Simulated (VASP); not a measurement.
An input for Ansatz (written as the equivalent of a VASP run, and not itself run):

Ansatz 0.2 input:
```yaml
crystal:
  lattice:
    - [0.0000000, 2.3566833, 2.3566833]
    - [2.3566833, 0.0000000, 2.3566833]
    - [2.3566833, 2.3566833, 0.0000000]
  atoms:
    - { symbol: Zr, position: [-0.0318244, -0.0318244, 0.0318244] }
    - { symbol: C, position: [0.5000000, 0.5000000, 0.5000000] }
kpoints:
  mp_grid: { grid: [12, 12, 12] }
hamiltonian:
  xc: r2scan
  pseudopotentials: { kind: paw }
scf:
  occupations: { method: methfessel_paxton, width: 0.1 }
  max_iter: 100
output: { forces: true, stress: true, eigenvalues: true }
```

Problem. Write the VASP files for the same calculation (r2SCAN).

Solution. This is not unique; one that fits is 
### INCAR
```
SYSTEM = ZrC
PREC = Accurate
ENCUT = 600
EDIFF = 1E-7
NELM = 100
ALGO = Normal
LREAL = .FALSE.
LASPH = .TRUE.
ISMEAR = 1
SIGMA = 0.1
METAGGA = R2SCAN
LMIXTAU = .TRUE.
LMAXMIX = 4
LWAVE = .FALSE.
LCHARG = .FALSE.
ISIF = 2
```

### POSCAR
```
ZrC
1
    0.0000000000     2.3566833240     2.3566833240
    2.3566833240     0.0000000000     2.3566833240
    2.3566833240     2.3566833240     0.0000000000
Zr C
1 1
Direct
 -0.0318243861  -0.0318243861   0.0318243861
  0.5000000000   0.5000000000   0.5000000000
```

### KPOINTS
```
Regular mesh
0
gamma
12 12 12
```

POTCAR, in this order: Zr_sv C (PBE.64 set). Program: vasp_std.

What does not carry over: each code has its own PAW files, so the cut-off isn't converted (ENCUT is set for VASP's; basis.ecutwfc is left out, and Ansatz then takes the one that its files recommend); Ansatz stops its SCF on the density residual and VASP on the energy change (EDIFF).

The compound is ZrC in the rock salt structure. This cell was strained or had an atom moved on purpose.
